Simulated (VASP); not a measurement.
All values below come from PBEsol GGA, VASP's PBE PAW potentials (set 64) (plane waves; VASP).

A VASP calculation is set up with these files.

KPOINTS:
```
K-points
0
gamma
  3 5 1
```

POSCAR:
```
AgI(100) slab
7.4477680
  1.0000000574   0.0000000000   0.0000000000
  0.0000000000   0.6125783119   0.0000000000
  0.0000000000   0.0000000000   3.5934150735
Ag I
6 6
Cart
  0.0550924344   0.0000000000   2.2901208554
  0.4656478895   0.3062891560   2.2438105583
  0.9937980498   0.3062891560   1.8900288026
  0.4937980211   0.0000000000   1.7033862710
  0.9656479183   0.0000000000   1.3496045152
  0.5550924631   0.3062891560   1.3032942182
  0.3846961809   0.0000000000   2.4351946489
  0.8573283469   0.3062891560   2.2375177461
  0.3684372780   0.3062891560   1.8835717174
  0.8684373067   0.0000000000   1.7098433561
  0.3573283182   0.0000000000   1.3558973274
  0.8846962096   0.3062891560   1.1582204246
```

INCAR:
```
SYSTEM = AgI(100) slab
PREC = Normal; ENCUT = 400; LREAL = .FALSE.
LASPH = .TRUE.
EDIFF = 1E-6; NELM = 100; NELMIN = 4
ALGO = Normal; LMAXMIX = 4
ISMEAR = 0; SIGMA = 0.05
GGA = PS
LWAVE = .FALSE.; LCHARG = .FALSE.; LORBIT = 11
LVHAR = .TRUE.
DIPOL = 0.5 0.5 0.5
LDIPOL = .TRUE.; IDIPOL = 3
```

POTCAR, in this order: Ag I (PBE.64 set). Program: vasp_std. Read from the step before: WAVECAR.

**Question.** What will the output report for the number of irreducible k-points (NKPTS), largest plane-wave count, number of space-group operations, FFT grid (NGX, NGY, NGZ)?

**Answer.** 
```json
{
 "number of irreducible k-points (NKPTS)": "6",
 "largest_plane_wave_count": "16552",
 "number_of_space_group_operations": "4",
 "FFT grid (NGX, NGY, NGZ)": "36 × 24 × 140"
}
```

The cell is a thin slab with vacuum, built from AgI (wurtzite): (100) face.
